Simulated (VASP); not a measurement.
Here is the system:

```
CELL_PARAMETERS angstrom
      0.00000     2.70500     2.70500
      2.70500     0.00000     2.70500
      2.70500     2.70500     0.00000
ATOMIC_POSITIONS crystal
  Si 0.25000 0.25000 0.25000
  Si 0.75000 0.75000 0.75000
  Ni 0.00000 0.00000 0.00000
```

The numbers are results of PBE GGA, VASP's PBE PAW potentials (set 64) (plane waves; VASP), not measurements. Run with 400 eV cut-off, KSPACING 0.16 per Å, first-order Methfessel-Paxton smearing of 0.10 eV, potentials Si Ni.

### Question
Give the stress tensor in GPa (positive for a compressed cell).

### Answer

```
2.50  0.00  0.00
0.00  2.50  0.00
0.00  0.00  2.50
```
The pressure is its mean diagonal, 2.50 GPa.

The compound is NiSi2 in the fluorite structure. The cell was not relaxed at this level. The run is one of a series of settings (KGAMMA = .FALSE., KSPACING = 0.16, KPOINTS file removed against the base run), some of them coarse on purpose. The run is not spin-polarised, so no magnetic state was tried.
